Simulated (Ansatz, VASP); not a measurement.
# SiO2 (Cristobalite) in two plane-wave programs, part 2 of 3

Wanted: the spread between two codes on one cell, functional and k mesh. The cell is taken from a series of runs on this material, whose earlier steps may have relaxed, scaled, displaced or heated it; both programs get it as it stands.

VASP 6.6.1 and Ansatz 0.2.0.

So far: Set-up; VASP: zone-centre phonons, LDA.

## 2. VASP: zone-centre phonons, LDA (continued)

Level of this step: LDA; plane waves and PAW (O, Si) (VASP).

From OUTCAR (step 2):

```text
ion  position               nearest neighbor table
   1  0.233  0.132  0.193-  10 1.61   9 1.61
   2  0.368  0.733  0.443-  11 1.61  10 1.61
   3  0.767  0.868  0.693-  12 1.61  11 1.61
   4  0.632  0.267  0.943-   9 1.61  12 1.61
   5  0.733  0.368  0.557-  11 1.61  12 1.61
   6  0.868  0.767  0.307-  10 1.61  11 1.61
   7  0.267  0.632  0.057-   9 1.61  10 1.61
   8  0.132  0.233  0.807-  12 1.61   9 1.61
   9  0.314  0.314  0.000-   4 1.61   7 1.61   1 1.61   8 1.61  10 3.01  12 3.01  10 3.01  12 3.01

  LATTYP: Found a simple tetragonal cell.
 ALAT       =     4.8548425445
 C/A-ratio  =     1.3788385544

 Subroutine GETGRP returns: Found  8 space group operations
 (whereof  2 operations were pure point group operations)

The static configuration has the point symmetry C_2 .
 The point group associated with its full space group is D_4 .

 Found     18 irreducible k-points:

   k-points           NKPTS =     18   k-points in BZ     NKDIM =     18   number of bands    NBANDS=     44

   dimension x,y,z NGX =    40 NGY =   40 NGZ =   54
   dimension x,y,z NGXF=    80 NGYF=   80 NGZF=  108

   ENCUT  =  600.0 eV  44.10 Ry    6.64 a.u.   9.70  9.70 13.37*2*pi/ulx,y,z

   NELECT =      64.0000    total number of electrons

 k-points in reciprocal lattice and weights: Automatic mesh
   0.00000000  0.00000000  0.00000000       0.016
   0.25000000  0.00000000  0.00000000       0.062
   0.50000000  0.00000000  0.00000000       0.031
   0.25000000  0.25000000  0.00000000       0.062
   0.50000000  0.25000000  0.00000000       0.062
   0.50000000  0.50000000  0.00000000       0.016
   0.00000000  0.00000000  0.25000000       0.031
   0.25000000  0.00000000  0.25000000       0.125
   0.50000000  0.00000000  0.25000000       0.062
[...]
0.50000000  0.25000000  0.50000000       0.062
   0.50000000  0.50000000  0.50000000       0.016

 average (electrostatic) potential at core
       1 -73.9621       2 -73.9621       3 -73.9621       4 -73.9621       5 -73.9621
       6 -73.9621       7 -73.9621       8 -73.9621       9 -88.5093      10 -88.5093
      11 -88.5093      12 -88.5093

  Total        1.0282673      1.0282673      0.9512769      0.0000000      0.0000000      0.0000000
  in kB       10.4418573     10.4418573      9.6600343      0.0000000      0.0000000      0.0000000
  external PRESSURE =      10.1812496 kB  Pullay stress =       0.0000000 kB

  energy-cutoff  :      600.00
  volume of cell :      157.78
      direct lattice vectors                 reciprocal lattice vectors
     4.854842545  0.000000000  0.000000000     0.205979904  0.000000000  0.000000000
     0.000000000  4.854842545  0.000000000     0.000000000  0.205979904  0.000000000
     0.000000000  0.000000000  6.694044076     0.000000000  0.000000000  0.149386528

 POSITION                                       TOTAL-FORCE (eV/Angst)
 -----------------------------------------------------------------------------------
      1.13171      0.64300      1.28886        -0.001826      0.012399      0.010180
[...]
3.070424  1.295709  6.309397     0.225879   -0.061681   -0.176100
      3.559133  1.784419  3.731669    -0.071688    0.266622   -0.203286
      4.211840  3.723131  2.058158    -0.222815   -0.054206    0.146554
      1.295709  3.070424  0.384647    -0.071688    0.266622    0.203286
      0.643002  1.131712  5.405180    -0.222815   -0.054206   -0.146554
      1.525226  1.525226  0.000000     0.003316   -0.013130   -0.026011
      0.902195  3.952648  1.673511     0.097843    0.098665   -0.310809
      3.329616  3.329616  3.347022     0.003316   -0.013130    0.026011
      3.952648  0.902195  5.020533     0.097843    0.098665    0.310809

   2 f  =   35.382896 THz   222.317294 2PiTHz 1180.246376 cm-1   146.331835 meV
             X         Y         Z           dx          dy          dz
      1.131712  0.643002  1.288864    -0.061681   -0.225879    0.176100
      1.784419  3.559133  2.962375    -0.264032    0.065367   -0.178304
      3.723131  4.211840  4.635886    -0.061681   -0.225879   -0.176100
      3.070424  1.295709  6.309397    -0.264032    0.065367    0.178304
      3.559133  1.784419  3.731669    -0.054206    0.222815   -0.146554
      4.211840  3.723131  2.058158     0.266622    0.071688   -0.203286
      1.295709  3.070424  0.384647    -0.054206    0.222815    0.146554
      0.643002  1.131712  5.405180     0.266622    0.071688    0.203286
      1.525226  1.525226  0.000000     0.098665   -0.097843   -0.310809
      0.902195  3.952648  1.673511    -0.013130   -0.003316    0.026011
      3.329616  3.329616  3.347022     0.098665   -0.097843    0.310809
      3.952648  0.902195  5.020533    -0.013130   -0.003316   -0.026011

   3 f  =   33.184716 THz   208.505720 2PiTHz 1106.922975 cm-1   137.240896 meV
             X         Y         Z           dx          dy          dz
      1.131712  0.643002  1.288864     0.081387    0.286029   -0.191110
      1.784419  3.559133  2.962375     0.286029   -0.081387    0.191110
      3.723131  4.211840  4.635886    -0.081387   -0.286029   -0.191110
      3.070424  1.295709  6.309397    -0.286029    0.081387    0.191110
      3.559133  1.784419  3.731669    -0.081387    0.286029   -0.191110
      4.211840  3.723131  2.058158    -0.286029   -0.081387    0.191110
      1.295709  3.070424  0.384647     0.081387   -0.286029   -0.191110
      0.643002  1.131712  5.405180     0.286029    0.081387    0.191110
      1.525226  1.525226  0.000000    -0.006384   -0.006384    0.000000
      0.902195  3.952648  1.673511    -0.006384    0.006384    0.000000
      3.329616  3.329616  3.347022     0.006384    0.006384    0.000000
      3.952648  0.902195  5.020533     0.006384   -0.006384    0.000000

   4 f  =   32.628269 THz   205.009461 2PiTHz 1088.361906 cm-1   134.939618 meV
             X         Y         Z           dx          dy          dz
      1.131712  0.643002  1.288864    -0.049798   -0.263058    0.145181
      1.784419  3.559133  2.962375     0.263058   -0.049798    0.145181
      3.723131  4.211840  4.635886     0.049798    0.263058    0.145181
      3.070424  1.295709  6.309397    -0.263058    0.049798    0.145181
      3.559133  1.784419  3.731669     0.049798   -0.263058    0.145181
      4.211840  3.723131  2.058158    -0.263058   -0.049798    0.145181
      1.295709  3.070424  0.384647    -0.049798    0.263058    0.145181
      0.643002  1.131712  5.405180     0.263058    0.049798    0.145181
      1.525226  1.525226  0.000000     0.090682   -0.090682   -0.219180
      0.902195  3.952648  1.673511     0.090682    0.090682   -0.219180
      3.329616  3.329616  3.347022    -0.090682    0.090682   -0.219180
      3.952648  0.902195  5.020533    -0.090682   -0.090682   -0.219180

   5 f  =   32.382406 THz   203.464658 2PiTHz 1080.160797 cm-1   133.922810 meV
             X         Y         Z           dx          dy          dz
      1.131712  0.643002  1.288864    -0.068154   -0.239663    0.182897
      1.784419  3.559133  2.962375    -0.239663    0.068154   -0.182897
      3.723131  4.211840  4.635886     0.068154    0.239663    0.182897
      3.070424  1.295709  6.309397     0.239663   -0.068154   -0.182897
      3.559133  1.784419  3.731669    -0.068154    0.239663   -0.182897
      4.211840  3.723131  2.058158    -0.239663   -0.068154    0.182897
      1.295709  3.070424  0.384647     0.068154   -0.239663   -0.182897
      0.643002  1.131712  5.405180     0.239663    0.068154    0.182897
      1.525226  1.525226  0.000000    -0.152525    0.152525   -0.111370
      0.902195  3.952648  1.673511     0.152525    0.152525    0.111370
      3.329616  3.329616  3.347022     0.152525   -0.152525   -0.111370
      3.952648  0.902195  5.020533    -0.152525   -0.152525    0.111370

   6 f  =   32.360092 THz   203.324456 2PiTHz 1079.416490 cm-1   133.830528 meV
             X         Y         Z           dx          dy          dz
      1.131712  0.643002  1.288864     0.085810    0.230561   -0.166230
      1.784419  3.559133  2.962375    -0.246325    0.049584   -0.196237
      3.723131  4.211840  4.635886     0.085810    0.230561    0.166230
      3.070424  1.295709  6.309397    -0.246325    0.049584    0.196237
      3.559133  1.784419  3.731669    -0.049475    0.246034   -0.196028
      4.211840  3.723131  2.058158    -0.230872   -0.085872    0.166477
      1.295709  3.070424  0.384647    -0.049475    0.246034    0.196028
      0.643002  1.131712  5.405180    -0.230872   -0.085872   -0.166477
      1.525226  1.525226  0.000000     0.155801   -0.155578    0.097035
      0.902195  3.952648  1.673511     0.176889   -0.176693    0.000061
      3.329616  3.329616  3.347022     0.155801   -0.155578   -0.097035
      3.952648  0.902195  5.020533     0.176889   -0.176693   -0.000061

   7 f  =   32.360092 THz   203.324456 2PiTHz 1079.416490 cm-1   133.830528 meV
             X         Y         Z           dx          dy          dz
      1.131712  0.643002  1.288864     0.049584    0.246325   -0.196237
      1.784419  3.559133  2.962375     0.230561   -0.085810    0.166230
      3.723131  4.211840  4.635886     0.049584    0.246325    0.196237
      3.070424  1.295709  6.309397     0.230561   -0.085810   -0.166230
      3.559133  1.784419  3.731669    -0.085872    0.230872   -0.166477
      4.211840  3.723131  2.058158     0.246034    0.049475   -0.196028
      1.295709  3.070424  0.384647    -0.085872    0.230872    0.166477
      0.643002  1.131712  5.405180     0.246034    0.049475    0.196028
      1.525226  1.525226  0.000000    -0.176693   -0.176889    0.000061
      0.902195  3.952648  1.673511    -0.155578   -0.155801   -0.097035
      3.329616  3.329616  3.347022    -0.176693   -0.176889   -0.000061
      3.952648  0.902195  5.020533    -0.155578   -0.155801    0.097035

   8 f  =   32.261219 THz   202.703215 2PiTHz 1076.118422 cm-1   133.421620 meV
             X         Y         Z           dx          dy          dz
      1.131712  0.643002  1.288864     0.067220    0.239166   -0.181855
      1.784419  3.559133  2.962375    -0.239166    0.067220   -0.181855
      3.723131  4.211840  4.635886    -0.067220   -0.239166   -0.181855
      3.070424  1.295709  6.309397     0.239166   -0.067220   -0.181855
      3.559133  1.784419  3.731669     0.067220   -0.239166    0.181855
      4.211840  3.723131  2.058158    -0.239166   -0.067220    0.181855
      1.295709  3.070424  0.384647    -0.067220    0.239166    0.181855
      0.643002  1.131712  5.405180     0.239166    0.067220    0.181855
      1.525226  1.525226  0.000000    -0.173810   -0.173810   -0.000000
    [... 421 further lines ...]
      3.329616  3.329616  3.347022     0.025029    0.341035   -0.000389
      3.952648  0.902195  5.020533     0.024702    0.341011    0.000450

 MACROSCOPIC STATIC DIELECTRIC TENSOR IONIC CONTRIBUTION
 ------------------------------------------------------
           1.964265    -0.000000     0.000000
          -0.000000     1.964265    -0.000000
           0.000000    -0.000000     1.658054
 ------------------------------------------------------

 ELASTIC MODULI CONTR FROM IONIC RELAXATION (kBar)
 Direction    XX          YY          ZZ          XY          YZ          ZX
 --------------------------------------------------------------------------------
 XX       -3659.3283   -266.7566  -1199.8093     -0.0000      0.0000      0.0000
 YY        -266.7566  -3659.3283  -1199.8093      0.0000     -0.0000      0.0000
 ZZ       -1199.8093  -1199.8093  -2936.6339      0.0000     -0.0000      0.0000
 XY          -0.0000      0.0000      0.0000   -332.3278      0.0000     -0.0000
 YZ          -0.0000     -0.0000     -0.0000      0.0000   -793.7067      0.0000
 ZX           0.0000      0.0000      0.0000     -0.0000      0.0000   -793.9590
 --------------------------------------------------------------------------------

 PIEZOELECTRIC TENSOR IONIC CONTR  for field in x, y, z        (C/m^2)
          XX          YY          ZZ          XY          YZ          ZX
  --------------------------------------------------------------------------------
  x    -0.00000    -0.00000     0.00000     0.00000    -0.01269    -0.00000
  y    -0.00000     0.00000    -0.00000    -0.00000    -0.00000     0.01580
  z     0.00000    -0.00000    -0.00000     0.00032    -0.00000    -0.00000
```

[end of part 2 of 3]

[Lines on the potential files, build, host, timing and source positions are cut from VASP's logs without a mark.]

[Logs are printed without paths, hosts, clocks, repeated set-up lines and the standing remarks that a program may print on its own settings, such as how far it seeks lower states.]

[Hosts, paths, dates, database ids (printed as entryN), source tags and the programs' standing remarks are cut or masked in the printed files.]
